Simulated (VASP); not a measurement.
```
HfSi
1.0
    3.65503     0.00000     0.00000
   -1.82752     3.16535     0.00000
    0.00000     0.00000     6.69494
Hf Si
2 2
Cartesian
  0.00000   0.00000   0.00000
  0.00000   0.00000   3.34747
  0.00000   2.11024   1.67373
  1.82752   1.05512   5.02120
```

Method: PBEsol GGA, VASP's PBE PAW potentials (set 64) (plane waves; VASP). Numerical set-up: 400 eV cut-off, Gaussian smearing of 0.050 eV, potentials Hf_pv Si.

Unless said otherwise, spin-orbit coupling is left out, though it shifts the bands of the heavy elements here.

Task: Predict the band gap (along the path) with the smallest direct gap where there is one.

Result: 
```yaml
band gap (along the path): none (metal, semimetal or under 0.01 eV)
```

Only differences to runs with the same potentials and settings are physical.

The structure was generated: HfSi was put into the NiAs type type (P6_3/mmc), which need not be its known phase. It was relaxed first, which changed the volume by -32 %.
